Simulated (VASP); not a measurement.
Consider the following.

```yaml
crystal:
  lattice:
    - [0.00000, 3.14468, 3.14468]
    - [3.14468, 0.00000, 3.14468]
    - [3.14468, 3.14468, 0.00000]
  atoms:
    - { symbol: Ti, position: [0.75000, 0.75000, 0.75000] }
    - { symbol: Ti, position: [0.25000, 0.25000, 0.25000] }
    - { symbol: Ti, position: [0.00000, 0.00000, 0.00000] }
    - { symbol: Al, position: [0.50000, 0.50000, 0.50000] }
```

Calculation: LDA (Ceperley-Alder, Perdew-Zunger), VASP's LDA PAW potentials (set 64) (plane waves; VASP 6.6.1). Settings: 400 eV cut-off, Gaussian smearing of 0.050 eV, potentials Ti_sv Al.

The run has a spin-polarised start.

Q: Give the spin-up energies of bands 13 to 22 at the high-symmetry points, in eV from the Fermi level.

A: 
| band | Γ | X | U | L | W |
|---|---|---|---|---|---|
| 13 | -7.72 | -5.31 | -5.25 | -5.58 | -5.19 |
| 14 | -1.92 | -3.78 | -3.37 | -4.17 | -3.07 |
| 15 | -1.92 | -2.14 | -2.93 | -2.06 | -3.07 |
| 16 | -1.86 | -2.07 | -1.80 | -2.06 | -2.14 |
| 17 | -1.86 | -0.53 | -1.30 | -0.54 | -1.16 |
| 18 | -1.86 | -0.53 | -0.56 | -0.49 | -0.37 |
| 19 | -0.11 | -0.29 | -0.13 | -0.49 | -0.37 |
| 20 | -0.11 | -0.29 | 0.01 | -0.08 | -0.10 |
| 21 | -0.11 | -0.22 | 0.34 | -0.08 | 0.58 |
| 22 | 2.40 | 1.02 | 0.71 | 0.88 | 0.58 |

Q: Give the spin-down energies of bands 13 to 22 at the high-symmetry points, in eV from the Fermi level.

A: 
| band | Γ | X | U | L | W |
|---|---|---|---|---|---|
| 13 | -7.62 | -5.25 | -5.19 | -5.52 | -5.13 |
| 14 | -1.78 | -3.67 | -3.25 | -4.01 | -2.93 |
| 15 | -1.78 | -1.94 | -2.76 | -1.94 | -2.93 |
| 16 | -1.75 | -1.85 | -1.59 | -1.94 | -1.94 |
| 17 | -1.75 | -0.45 | -1.19 | -0.26 | -1.03 |
| 18 | -1.75 | -0.45 | -0.33 | -0.21 | -0.20 |
| 19 | 0.26 | -0.13 | 0.01 | -0.21 | -0.20 |
| 20 | 0.26 | 0.00 | 0.31 | 0.05 | 0.22 |
| 21 | 0.26 | 0.00 | 0.50 | 0.05 | 0.74 |
| 22 | 2.50 | 1.37 | 0.87 | 0.98 | 0.74 |

It has no gap at this level: it comes out as a metal or semimetal.

The structure comes from a computed database's Ti3Al entry (Fm-3m); how it stands against other phases isn't given here. It was relaxed first, which changed the volume by -8 %.
